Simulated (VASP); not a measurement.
Method: LDA (Ceperley-Alder, Perdew-Zunger), VASP's LDA PAW potentials (set 64) (plane waves; VASP).

VASP ran on this input.

**POSCAR**
```
Se
1
    2.0151866851    -3.4904057145     0.0000000000
    2.0151866851     3.4904057145     0.0000000000
    0.0000000000     0.0000000000     5.2204987058
Se
3
Direct
  0.0000000000   0.2556381205   0.6666670000
  0.7443618795   0.7443618795   1.0000000000
  0.2556381205   0.0000000000   0.3333330000
```

### KPOINTS
```
Automatic mesh
0
Gamma
8 8 5
0 0 0
```

**INCAR**
```
ALGO=Normal
EDIFF=1E-7
EDIFFG=-0.01
ENCUT=520
IBRION=2
ISIF=4
ISMEAR=0
LASPH=.TRUE.
LCHARG=.FALSE.
LMAXMIX=4
LREAL=.FALSE.
LWAVE=.FALSE.
NELM=100
NSW=30
PREC=Accurate
SIGMA=0.05
SYSTEM=Se
```

POTCAR, in this order: Se (LDA.64 set). Program: vasp_std.

The run wrote:

OSZICAR:
```
       N       E                     dE             d eps       ncg     rms          rms(c)
DAV:   1     0.849173746437E+02    0.84917E+02   -0.75798E+03  1040   0.117E+03
DAV:   2    -0.648107151660E+01   -0.91398E+02   -0.87763E+02  1383   0.179E+02
DAV:   3    -0.124545082358E+02   -0.59734E+01   -0.59286E+01  1235   0.524E+01
DAV:   4    -0.125140040133E+02   -0.59496E-01   -0.59433E-01  1180   0.607E+00
DAV:   5    -0.125144890257E+02   -0.48501E-03   -0.48496E-03  1240   0.532E-01    0.681E+00
DAV:   6    -0.124498580023E+02    0.64631E-01   -0.34932E-02  1120   0.132E+00    0.415E+00
DAV:   7    -0.124264266179E+02    0.23431E-01   -0.64784E-02  1110   0.174E+00    0.189E-01
DAV:   8    -0.124255604311E+02    0.86619E-03   -0.91169E-03  1065   0.670E-01    0.110E-01
DAV:   9    -0.124255958078E+02   -0.35377E-04   -0.27222E-04  1295   0.131E-01    0.326E-02
DAV:  10    -0.124255841241E+02    0.11684E-04   -0.34044E-05  1180   0.433E-02    0.555E-03
DAV:  11    -0.124255843749E+02   -0.25074E-06   -0.54249E-06  1220   0.152E-02    0.516E-03
DAV:  12    -0.124255840787E+02    0.29615E-06   -0.42921E-07  1080   0.469E-03    0.132E-03
DAV:  13    -0.124255840123E+02    0.66446E-07   -0.75738E-08   565   0.180E-03
   1 F= -.12425584E+02 E0= -.12425584E+02  d E =-.124256E+02
       N       E                     dE             d eps       ncg     rms          rms(c)
DAV:   1    -0.124409231325E+02   -0.15339E-01   -0.10568E+00  1040   0.632E+00    0.592E-01
DAV:   2    -0.124449995409E+02   -0.40764E-02   -0.54042E-02  1230   0.157E+00    0.154E-01
DAV:   3    -0.124444456278E+02    0.55391E-03   -0.71981E-04  1145   0.205E-01    0.852E-02
DAV:   4    -0.124443119484E+02    0.13368E-03   -0.50961E-04  1200   0.144E-01    0.212E-02
DAV:   5    -0.124443126590E+02   -0.71065E-06   -0.61565E-05  1070   0.558E-02    0.118E-02
DAV:   6    -0.124443123866E+02    0.27242E-06   -0.27748E-06  1245   0.130E-02    0.523E-03
DAV:   7    -0.124443122797E+02    0.10685E-06   -0.22077E-07  1013   0.383E-03    0.600E-04
DAV:   8    -0.124443122742E+02    0.55508E-08   -0.61503E-08   550   0.175E-03
   2 F= -.12444312E+02 E0= -.12444312E+02  d E =-.187283E-01
       N       E                     dE             d eps       ncg     rms          rms(c)
DAV:   1    -0.124486701871E+02   -0.43579E-02   -0.20453E+00  1040   0.880E+00    0.870E-01
DAV:   2    -0.124564216352E+02   -0.77514E-02   -0.10445E-01  1235   0.218E+00    0.214E-01
DAV:   3    -0.124552988686E+02    0.11228E-02   -0.14887E-03  1155   0.292E-01    0.119E-01
DAV:   4    -0.124550333973E+02    0.26547E-03   -0.10470E-03  1205   0.206E-01    0.306E-02
DAV:   5    -0.124550346843E+02   -0.12870E-05   -0.12200E-04  1045   0.787E-02    0.168E-02
DAV:   6    -0.124550341595E+02    0.52482E-06   -0.60526E-06  1250   0.190E-02    0.714E-03
DAV:   7    -0.124550339419E+02    0.21764E-06   -0.50670E-07  1220   0.573E-03    0.924E-04
DAV:   8    -0.124550339374E+02    0.44457E-08   -0.96550E-08   570   0.214E-03
   3 F= -.12455034E+02 E0= -.12455034E+02  d E =-.294499E-01
       N       E                     dE             d eps       ncg     rms          rms(c)
DAV:   1    -0.124550380439E+02   -0.41021E-05   -0.33770E-03  1040   0.357E-01    0.345E-02
DAV:   2    -0.124550504244E+02   -0.12380E-04   -0.17302E-04  1250   0.885E-02    0.892E-03
DAV:   3    -0.124550484681E+02    0.19563E-05   -0.26740E-06  1160   0.123E-02    0.485E-03
DAV:   4    -0.124550480554E+02    0.41267E-06   -0.17660E-06  1205   0.847E-03    0.133E-03
DAV:   5    -0.124550480555E+02   -0.80945E-10   -0.20571E-07   652   0.328E-03
   4 F= -.12455048E+02 E0= -.12455048E+02  d E =-.294640E-01
       N       E                     dE             d eps       ncg     rms          rms(c)
DAV:   1    -0.124551431555E+02   -0.95100E-04   -0.35725E-03  1045   0.371E-01    0.334E-02
DAV:   2    -0.124551193371E+02    0.23818E-04   -0.99074E-05  1265   0.691E-02    0.175E-02
DAV:   3    -0.124551108145E+02    0.85225E-05   -0.20226E-05  1140   0.293E-02    0.440E-03
DAV:   4    -0.124551107808E+02    0.33738E-07   -0.19613E-06  1210   0.972E-03    0.240E-03
DAV:   5    -0.124551107707E+02    0.10080E-07   -0.30636E-08   555   0.135E-03
   5 F= -.12455111E+02 E0= -.12455111E+02  d E =-.627153E-04
```

File OUTCAR:
```
------------------------ aborting loop because EDIFF is reached ----------------------------------------
  FORCE on cell =-STRESS in cart. coord.  units (eV):
  Direction    XX          YY          ZZ          XY          YZ          ZX
  --------------------------------------------------------------------------------------
  Total       -0.7075364     -0.7075364     -0.7429192      0.0000000      0.0000000      0.0000000
  in kB      -15.4356942    -15.4356941    -16.2076090      0.0000000      0.0000000      0.0000000
  external PRESSURE =     -15.6929991 kB  Pullay stress =       0.0000000 kB
  volume of cell :       73.44
      direct lattice vectors                 reciprocal lattice vectors
     2.035386760 -3.525393272  0.000000000     0.245653558 -0.141828148 -0.000000000
     2.035386760  3.525393272 -0.000000000     0.245653558  0.141828148  0.000000000
     0.000000000 -0.000000000  5.117391835     0.000000000  0.000000000  0.195412044
 POSITION                                       TOTAL-FORCE (eV/Angst)
 -----------------------------------------------------------------------------------
      2.53569     -2.65885      3.41160         0.003103      0.005375     -0.000000
      3.07017      0.00000      0.00000        -0.006206      0.000000     -0.000000
      2.53569      2.65885      1.70580         0.003103     -0.005375      0.000000
 -----------------------------------------------------------------------------------
    total drift:                               -0.000222     -0.000446      0.000011
  FREE ENERGIE OF THE ION-ELECTRON SYSTEM (eV)
  ---------------------------------------------------
  free  energy   TOTEN  =       -12.4551107707 eV

  energy  without entropy=      -12.4551107707  energy(sigma->0) =      -12.45511077

 reached required accuracy - stopping structural energy minimisation
```
(Selected blocks of OUTCAR.)

File CONTCAR:
```
Se
   1.00000000000000
     2.0353867601055424   -3.5253932721992385    0.0000000000000000
     2.0353867601055424    3.5253932721992385   -0.0000000000000000
     0.0000000000000000   -0.0000000000000000    5.1173918353739474
  Se
     3
Direct
     0.9999999999995238    0.2458008278355873    0.6666669999999968
     0.7541991721648889    0.7541991721648889    0.0000000000000000
     0.2458008278355873    0.9999999999995238    0.3333330000000032
```

**OUTCAR**
```
 val. band max:        3.6031594279   @ k =   0.3750   0.2500   0.4000

 cond. band min:       4.5714444568   @ k =   0.0000   0.0000   0.4000


 Fermi energy:         3.8305313824

 k-point     1 :       0.0000    0.0000    0.0000
  band No.  band energies     occupation
      1     -12.3091      2.00000
      2      -8.2406      2.00000
      3      -8.2406      2.00000
      4       0.0228      2.00000
      5       0.2183      2.00000
      6       0.2184      2.00000
      7       1.8192      2.00000
      8       1.8192      2.00000
      9       3.2033      2.00000
     10       5.1348      0.00000
     11       5.1348      0.00000
     12       5.7239      0.00000
     13       9.9716      0.00000

 k-point     2 :       0.1250    0.0000    0.0000
  band No.  band energies     occupation
      1     -12.2080      2.00000
      2      -8.2903      2.00000
      3      -8.2168      2.00000
      4      -0.6949      2.00000
      5      -0.1744      2.00000
      6       0.2246      2.00000
      7       1.9733      2.00000
      8       2.3481      2.00000
      9       3.1256      2.00000
     10       4.9542      0.00000
     11       5.1162      0.00000
     12       5.7532      0.00000
     13       9.7837      0.00000

 k-point     3 :       0.2500    0.0000    0.0000
  band No.  band energies     occupation
      1     -11.9321      2.00000
      2      -8.4697      2.00000
      3      -8.1563      2.00000
      4      -1.4731      2.00000
      5      -0.7247      2.00000
      6      -0.0547      2.00000
      7       1.8863      2.00000
      8       2.3281      2.00000
      9       2.8524      2.00000
     10       5.1102      0.00000
     11       5.2857      0.00000
     12       6.2270      0.00000
     13       8.9968      0.00000

 k-point     4 :       0.3750   -0.0000    0.0000
  band No.  band energies     occupation
      1     -11.5868      2.00000
      2      -8.7620      2.00000
      3      -8.0915      2.00000
...
```

The compound is Se in the trig structure. This cell is one point of a volume scan, at 1.06 of the reference volume. Symmetry was kept, so distortions that lower it aren't found.
